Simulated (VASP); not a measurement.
Consider the following.

```xyz
3
Lattice="3.0978 0.0000 0.0000 -1.5489 2.6828 0.0000 0.0000 0.0000 4.8972" Properties=species:S:1:pos:R:3 pbc="T T T"
N      0.0000     0.0000     0.0000
Ta     0.0000     1.7885     1.2524
Ta     1.5489     0.8943     3.6448
```

These are PBE GGA, VASP's PBE PAW potentials (set 64) (plane waves; VASP) values and carry that method's errors. Settings: 500 eV cut-off, 7×7×4 Γ-centred mesh, Gaussian smearing of 0.050 eV, potentials N Ta_pv.

### Question
Give the force on each atom (eV/Å).

### Answer

| atom | Fx | Fy | Fz |
|---|---|---|---|
| N1 | 0.000 | 0.000 | 0.000 |
| Ta2 | 0.000 | 0.000 | 0.093 |
| Ta3 | 0.000 | 0.000 | -0.093 |

### Question
Give the stress tensor in GPa (positive for a compressed cell).

### Answer

```
 1.44   0.00   0.00
 0.00   1.44   0.00
 0.00   0.00  -2.73
```
The pressure is its mean diagonal, 0.05 GPa.

The structure was generated: Ta2N was put into the CdI2 type (P-3m1), which need not be its known phase. It was relaxed first, which changed the volume by +20 %. The k-mesh is coarse (spacing up to 0.33 per Å, 2π included), so the numbers may not be converged in it. The electron count is odd and the run is not spin-polarised, which forces a metal.
